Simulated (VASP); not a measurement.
Level of theory: PBEsol GGA, VASP's PBE PAW potentials (set 64) (plane waves; VASP).

Input for VASP

**POSCAR**
```
SnSe2
1
    1.8709245557    -3.2405365964     0.0000000000
    1.8709245557     3.2405365964     0.0000000000
    0.0000000000     0.0000000000     6.1293365113
Sn Se
1 2
Direct
  0.0000000000   0.0000000000   0.0000000000
  0.3333330000   0.6666670000   0.2531709756
  0.6666670000   0.3333330000   0.7468290244
```

### KPOINTS
```
kpoints
0
gamma
7 7 4
0 0 0
```

**INCAR**
```
! general
SYSTEM   =  SnSe2
PREC     =  Accurate
ENCUT    =  520
LREAL    =  .FALSE.
LASPH    =  .TRUE.

! electronic loop
EDIFF    =  1E-7
NELM     =  100
ALGO     =  Normal
LMAXMIX  =  4

! smearing
ISMEAR   =  0
SIGMA    =  0.05

! functional
GGA      =  PS

! ions
IBRION   =  2
NSW      =  30
ISIF     =  4
EDIFFG   =  -0.01

! output
LWAVE    =  .FALSE.
LCHARG   =  .FALSE.
```

POTCAR, in this order: Sn_d Se (PBE.64 set). Program: vasp_std.

The run wrote:

File OSZICAR:
```
       N       E                     dE             d eps       ncg     rms          rms(c)
DAV:   1     0.194319767398E+03    0.19432E+03   -0.12533E+04   952   0.174E+03
DAV:   2     0.668255502989E+01   -0.18764E+03   -0.18483E+03  1033   0.391E+02
DAV:   3    -0.125685317536E+02   -0.19251E+02   -0.18608E+02  1208   0.117E+02
DAV:   4    -0.131767003048E+02   -0.60817E+00   -0.60713E+00  1130   0.215E+01
DAV:   5    -0.131907501272E+02   -0.14050E-01   -0.14047E-01  1445   0.331E+00    0.541E+00
DAV:   6    -0.129467443758E+02    0.24401E+00   -0.52593E-01  1447   0.906E+00    0.343E+00
DAV:   7    -0.129137634997E+02    0.32981E-01   -0.16452E-01  1212   0.331E+00    0.864E-01
DAV:   8    -0.129118184250E+02    0.19451E-02   -0.12709E-02  1190   0.127E+00    0.262E-01
DAV:   9    -0.129118171029E+02    0.13221E-05   -0.12428E-03  1069   0.271E-01    0.689E-02
DAV:  10    -0.129118194261E+02   -0.23232E-05   -0.10356E-04  1361   0.788E-02    0.258E-02
DAV:  11    -0.129118308212E+02   -0.11395E-04   -0.22539E-05  1032   0.301E-02    0.525E-03
DAV:  12    -0.129118314473E+02   -0.62615E-06   -0.74159E-07  1359   0.659E-03    0.466E-03
DAV:  13    -0.129118316440E+02   -0.19672E-06   -0.64627E-07  1036   0.549E-03    0.105E-03
DAV:  14    -0.129118316533E+02   -0.92355E-08   -0.34687E-08   835   0.120E-03
   1 F= -.12911832E+02 E0= -.12911832E+02  d E =-.129118E+02
       N       E                     dE             d eps       ncg     rms          rms(c)
DAV:   1    -0.129335656420E+02   -0.21734E-01   -0.17019E+00   954   0.612E+00    0.376E-01
DAV:   2    -0.129408406064E+02   -0.72750E-02   -0.86120E-02  1254   0.161E+00    0.146E-01
DAV:   3    -0.129406105350E+02    0.23007E-03   -0.95290E-04  1093   0.243E-01    0.103E-01
DAV:   4    -0.129405499668E+02    0.60568E-04   -0.27492E-04  1226   0.119E-01    0.445E-02
DAV:   5    -0.129405424082E+02    0.75587E-05   -0.42636E-05  1165   0.587E-02    0.115E-02
DAV:   6    -0.129405421430E+02    0.26518E-06   -0.35444E-06  1246   0.198E-02    0.447E-03
DAV:   7    -0.129405421988E+02   -0.55869E-07   -0.10235E-06  1066   0.917E-03    0.101E-03
DAV:   8    -0.129405422339E+02   -0.35045E-07   -0.16662E-07   763   0.355E-03
   2 F= -.12940542E+02 E0= -.12940542E+02  d E =-.287106E-01
       N       E                     dE             d eps       ncg     rms          rms(c)
DAV:   1    -0.129426648160E+02   -0.21226E-02   -0.17920E+00   952   0.626E+00    0.383E-01
DAV:   2    -0.129502822160E+02   -0.76174E-02   -0.89919E-02  1267   0.164E+00    0.143E-01
DAV:   3    -0.129500421654E+02    0.24005E-03   -0.98755E-04  1076   0.244E-01    0.997E-02
DAV:   4    -0.129499845402E+02    0.57625E-04   -0.27341E-04  1200   0.117E-01    0.439E-02
DAV:   5    -0.129499765931E+02    0.79471E-05   -0.41421E-05  1177   0.586E-02    0.114E-02
DAV:   6    -0.129499763130E+02    0.28006E-06   -0.37880E-06  1228   0.203E-02    0.426E-03
DAV:   7    -0.129499763450E+02   -0.31966E-07   -0.10425E-06  1048   0.903E-03    0.108E-03
DAV:   8    -0.129499763788E+02   -0.33799E-07   -0.15588E-07   670   0.344E-03
   3 F= -.12949976E+02 E0= -.12949976E+02  d E =-.381447E-01
       N       E                     dE             d eps       ncg     rms          rms(c)
DAV:   1    -0.129975294225E+02   -0.47553E-01   -0.20942E+00   958   0.102E+01    0.111E+00
DAV:   2    -0.129743534136E+02    0.23176E-01   -0.13371E-01  1092   0.342E+00    0.636E-01
DAV:   3    -0.129633518075E+02    0.11002E-01   -0.21416E-02  1185   0.123E+00    0.256E-01
DAV:   4    -0.129622255225E+02    0.11263E-02   -0.35067E-03  1119   0.718E-01    0.768E-02
DAV:   5    -0.129621808468E+02    0.44676E-04   -0.52060E-04  1444   0.237E-01    0.303E-02
DAV:   6    -0.129621819981E+02   -0.11513E-05   -0.68118E-05  1034   0.835E-02    0.924E-03
DAV:   7    -0.129621822751E+02   -0.27697E-06   -0.50640E-06  1216   0.302E-02    0.314E-03
DAV:   8    -0.129621823079E+02   -0.32770E-07   -0.87380E-07  1291   0.109E-02
   4 F= -.12962182E+02 E0= -.12962182E+02  d E =-.122059E-01
       N       E                     dE             d eps       ncg     rms          rms(c)
DAV:   1    -0.130165342918E+02   -0.54352E-01   -0.29659E+00   959   0.121E+01    0.132E+00
DAV:   2    -0.129848351407E+02    0.31699E-01   -0.18682E-01  1092   0.406E+00    0.758E-01
DAV:   3    -0.129692217079E+02    0.15613E-01   -0.29988E-02  1175   0.137E+00    0.299E-01
DAV:   4    -0.129677025977E+02    0.15191E-02   -0.48475E-03  1071   0.790E-01    0.918E-02
DAV:   5    -0.129676364692E+02    0.66129E-04   -0.66177E-04  1433   0.273E-01    0.373E-02
DAV:   6    -0.129676372464E+02   -0.77719E-06   -0.88826E-05   991   0.923E-02    0.109E-02
DAV:   7    -0.129676376128E+02   -0.36646E-06   -0.70496E-06  1194   0.343E-02    0.377E-03
DAV:   8    -0.129676376434E+02   -0.30518E-07   -0.11769E-06  1310   0.124E-02    0.200E-03
DAV:   9    -0.129676376996E+02   -0.56219E-07   -0.13824E-07   726   0.405E-03
   5 F= -.12967638E+02 E0= -.12967638E+02  d E =-.176613E-01
       N       E                     dE             d eps       ncg     rms          rms(c)
DAV:   1    -0.129680366292E+02   -0.39899E-03   -0.22226E-02   959   0.104E+00    0.114E-01
DAV:   2    -0.129678005273E+02    0.23610E-03   -0.13716E-03  1097   0.447E-01    0.655E-02
DAV:   3    -0.129676838995E+02    0.11663E-03   -0.21784E-04  1308   0.188E-01    0.260E-02
DAV:   4    -0.129676729758E+02    0.10924E-04   -0.41991E-05  1252   0.734E-02    0.719E-03
DAV:   5    -0.129676725961E+02    0.37969E-06   -0.52207E-06  1438   0.223E-02    0.265E-03
DAV:   6    -0.129676725971E+02   -0.10104E-08   -0.62967E-07  1013   0.760E-03
   6 F= -.12967673E+02 E0= -.12967673E+02  d E =-.176962E-01
       N       E                     dE             d eps       ncg     rms          rms(c)
DAV:   1    -0.129677398783E+02   -0.67282E-04   -0.44658E-03   959   0.468E-01    0.511E-02
DAV:   2    -0.129676922889E+02    0.47589E-04   -0.27531E-04  1095   0.205E-01    0.294E-02
DAV:   3    -0.129676687986E+02    0.23490E-04   -0.43635E-05  1316   0.852E-02    0.117E-02
DAV:   4    -0.129676666270E+02    0.21717E-05   -0.83911E-06  1251   0.326E-02    0.322E-03
DAV:   5    -0.129676665468E+02    0.80188E-07   -0.10686E-06  1417   0.998E-03    0.117E-03
DAV:   6    -0.129676665438E+02    0.30104E-08   -0.11516E-07   550   0.340E-03
   7 F= -.12967667E+02 E0= -.12967667E+02  d E =-.176902E-01
       N       E                     dE             d eps       ncg     rms          rms(c)
DAV:   1    -0.129676719358E+02   -0.53890E-05   -0.12378E-02   952   0.549E-01    0.347E-02
DAV:   2    -0.129677198580E+02   -0.47922E-04   -0.60273E-04  1211   0.160E-01    0.114E-02
DAV:   3    -0.129677166777E+02    0.31803E-05   -0.81968E-06  1115   0.269E-02    0.761E-03
DAV:   4    -0.129677155260E+02    0.11517E-05   -0.28504E-06  1175   0.160E-02    0.293E-03
DAV:   5    -0.129677152432E+02    0.28278E-06   -0.50866E-07  1222   0.722E-03    0.970E-04
DAV:   6    -0.129677152086E+02    0.34654E-07   -0.31155E-08   532   0.177E-03
   8 F= -.12967715E+02 E0= -.12967715E+02  d E =-.486648E-04
```

### OUTCAR
```
------------------------ aborting loop because EDIFF is reached ----------------------------------------
  FORCE on cell =-STRESS in cart. coord.  units (eV):
  Direction    XX          YY          ZZ          XY          YZ          ZX
  --------------------------------------------------------------------------------------
  Total        0.4979720      0.4979720      0.5176731      0.0000000      0.0000000      0.0000000
  in kB       10.7349197     10.7349216     11.1596220      0.0000000      0.0000000      0.0000000
  external PRESSURE =      10.8764878 kB  Pullay stress =       0.0000000 kB
  volume of cell :       74.32
      direct lattice vectors                 reciprocal lattice vectors
     1.904912951 -3.299406310 -0.000000000     0.262479186 -0.151542415 -0.000000000
     1.904912951  3.299406310  0.000000000     0.262479186  0.151542415 -0.000000000
     0.000000000  0.000000000  5.912562383     0.000000000 -0.000000000  0.169131408
 POSITION                                       TOTAL-FORCE (eV/Angst)
 -----------------------------------------------------------------------------------
      1.90491     -3.29941     -0.00000        -0.000000      0.000000      0.000000
      1.90491      1.09980      1.58624        -0.000000     -0.000000     -0.000065
      1.90491     -1.09980      4.32633         0.000000      0.000000      0.000065
 -----------------------------------------------------------------------------------
    total drift:                                0.000000     -0.000000     -0.000000
  FREE ENERGIE OF THE ION-ELECTRON SYSTEM (eV)
  ---------------------------------------------------
  free  energy   TOTEN  =       -12.9677152086 eV

  energy  without entropy=      -12.9677152085  energy(sigma->0) =      -12.96771521

 reached required accuracy - stopping structural energy minimisation
```
(Selected blocks of OUTCAR.)

### CONTCAR
```
SnSe2
   1.00000000000000
     1.9049129506854923   -3.2994063102986040   -0.0000000000000000
     1.9049129506854923    3.2994063102986040    0.0000000000000000
     0.0000000000000000    0.0000000000000000    5.9125623832922951
  Sn              Se
     1     2
Direct
     1.0000000000000000    0.0000000000000000    0.0000000000000000
     0.3333330000000032    0.6666669999999968    0.2682823837484711
     0.6666669999999968    0.3333330000000032    0.7317176162515289
```

File OUTCAR:
```
 val. band max:        4.6823279907   @ k =   0.1429   0.0000   0.0000

 cond. band min:       5.1117342356   @ k =  -0.0000   0.4286   0.2500


 Fermi energy:         4.8989989592

 k-point     1 :       0.0000    0.0000    0.0000
  band No.  band energies     occupation
      1     -16.6614      2.00000
      2     -16.6613      2.00000
      3     -16.6247      2.00000
      4     -16.6110      2.00000
      5     -16.6109      2.00000
      6      -9.4917      2.00000
      7      -7.6518      2.00000
      8      -2.0162      2.00000
      9       3.9256      2.00000
     10       3.9256      2.00000
     11       4.0730      2.00000
     12       4.0730      2.00000
     13       4.6044      2.00000
     14       5.3636      0.00000
     15       7.4976      0.00000
     16       9.1505      0.00000
     17       9.1505      0.00000

 k-point     2 :       0.1429    0.0000    0.0000
  band No.  band energies     occupation
      1     -16.6702      2.00000
      2     -16.6541      2.00000
      3     -16.6199      2.00000
      4     -16.6150      2.00000
      5     -16.6099      2.00000
      6      -9.2904      2.00000
      7      -7.5300      2.00000
      8      -1.9297      2.00000
      9       2.1085      2.00000
     10       3.1053      2.00000
     11       3.1712      2.00000
     12       4.4377      2.00000
     13       4.6823      2.00000
     14       6.6238      0.00000
     15       8.1523      0.00000
     16       8.9099      0.00000
     17       9.4130      0.00000

 k-point     3 :       0.2857    0.0000    0.0000
  band No.  band energies     occupation
      1     -16.6933      2.00000
      2     -16.6429      2.00000
      3     -16.6273      2.00000
      4     -16.6026      2.00000
      5     -16.6023      2.00000
      6      -8.7303      2.00000
      7      -7.2798      2.00000
      8      -1.9836      2.00000
      9       0.5696      2.00000
     10       1.7367      2.00000
     11       2.3867      2.00000
...
```

Without a dispersion term in the relaxation, distances and binding between the weakly bound layers, chains or molecules are unreliable, and so is what depends on them. Unless said otherwise, spin-orbit coupling is left out, though it shifts the bands of the heavy elements here.

The compound is SnSe2 in the 1T layered structure. This cell is one point of a volume scan, at 0.94 of the reference volume. Symmetry was kept, so distortions that lower it aren't found.
